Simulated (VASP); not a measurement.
Shape and ions are relaxed at each volume.

Given:

```xyz
2
Lattice="1.3333 -2.3094 0.0000 1.3333 2.3094 0.0000 0.0000 0.0000 4.9238" Properties=species:S:1:pos:R:3 pbc="T T T"
Zn     1.3333     0.7698     1.2310
Zn     1.3333    -0.7698     3.6929
```

Calculation: PBE GGA, VASP's PBE PAW potentials (set 64) (plane waves; VASP). Settings: 520 eV cut-off, 16×16×8 Γ-centred mesh, first-order Methfessel-Paxton smearing of 0.10 eV, potentials Zn.

Give the energy at these volumes per atom, relative to the lowest: 14.21, 14.66, 15.11, 15.57, 16.02 Å³.

15.7, 4.0, 0.0, 2.3, 9.5 meV/atom. A third-order Birch-Murnaghan fit gives B0 = 71.7 GPa and B0′ = 6.2.

Measured: bulk modulus 69.7 GPa at 0 K (computed value off by +2.9 %), as given by Vázquez-Parga, Fernández-Martínez, Viñes, J. Chem. Theory Comput. (2023), doi:10.1021/acs.jctc.3c00612, Supporting … [zero-point energy and finite temperature contributions removed].

The compound is Zn in the hcp structure. It was relaxed first.
